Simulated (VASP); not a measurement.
VASP runs on TcO2 (space group P-3m1) share one base input (PBE GGA, plane waves, VASP's PBE PAW potentials (set 64)) and change the settings named in each case.

File POSCAR:
```
TcO2
4.1926590
  0.6198829907   0.0000000000   0.0000000000
 -0.3099414954   0.5368345005   0.0000000000
  0.0000000000   0.0000000000   1.0000000000
Tc O
1 2
Cart
  0.0000000000   0.0000000000   0.0000000000
 -0.0000003099   0.3578898459   0.2520000000
  0.3099418053   0.1789446546   0.7480000000
```

### KPOINTS
```
K-points
0
gamma
  10 10 5
```

**INCAR**
```
SYSTEM = TcO2
PREC = Accurate
ENCUT = 400
EDIFF = 1E-6
NELM = 100
ALGO = Normal
LREAL = .FALSE.
LASPH = .TRUE.
ISMEAR = 0
SIGMA = 0.1
GGA = PE
LMAXMIX = 4
LWAVE = .FALSE.
LCHARG = .FALSE.
ISIF = 2
```

POTCAR, in this order: Tc_pv O (PBE.64 set). Program: vasp_std.

```csv
change,E(σ→0) (eV/atom),pressure (GPa),largest force (eV/Å),−TS (eV)
base run,-6.8983,136.66,8.084,-0.0052
"GGA removed, POTCAR Tc_pv O (LDA.64 set)",-8.2180,116.08,7.384,-0.0052
"GGA_COMPAT = .FALSE., LNONCOLLINEAR = .TRUE., LSORBIT = .TRUE., MAGMOM = 0.0 0.0 0.0 0.0 0.0 0.0 0.0 0.0 0.0, program vasp_ncl",-6.9267,?,?,?
KPOINTS 4×4×3 Γ-centred mesh,-6.8556,137.18,8.339,-0.0200
```

Problem. Some entries are withheld; supply them.

Solution. 
- GGA_COMPAT = .FALSE., LNONCOLLINEAR = .TRUE., LSORBIT = .TRUE., MAGMOM = 0.0 0.0 0.0 0.0 0.0 0.0 0.0 0.0 0.0, program vasp_ncl, pressure (GPa): 136.84
- GGA_COMPAT = .FALSE., LNONCOLLINEAR = .TRUE., LSORBIT = .TRUE., MAGMOM = 0.0 0.0 0.0 0.0 0.0 0.0 0.0 0.0 0.0, program vasp_ncl, largest force (eV/Å): 8.086
- GGA_COMPAT = .FALSE., LNONCOLLINEAR = .TRUE., LSORBIT = .TRUE., MAGMOM = 0.0 0.0 0.0 0.0 0.0 0.0 0.0 0.0 0.0, program vasp_ncl, −TS (eV): -0.0051

Energies of different potentials or functionals have different zeros.  At 400 eV the pressure can carry a Pulay error.

Left out are runs that ran out of time, are held back, or changed the cell or the kind of run, fixed moments of cells without a moment, rows past the twelfth, gaps on odd meshes, pressures of charged cells and columns that move by less than the noise.

The structure was generated: TcO2 was put into an ordered model structure, which need not be its known phase. The cell was not relaxed at this level, forces remain on its atoms.
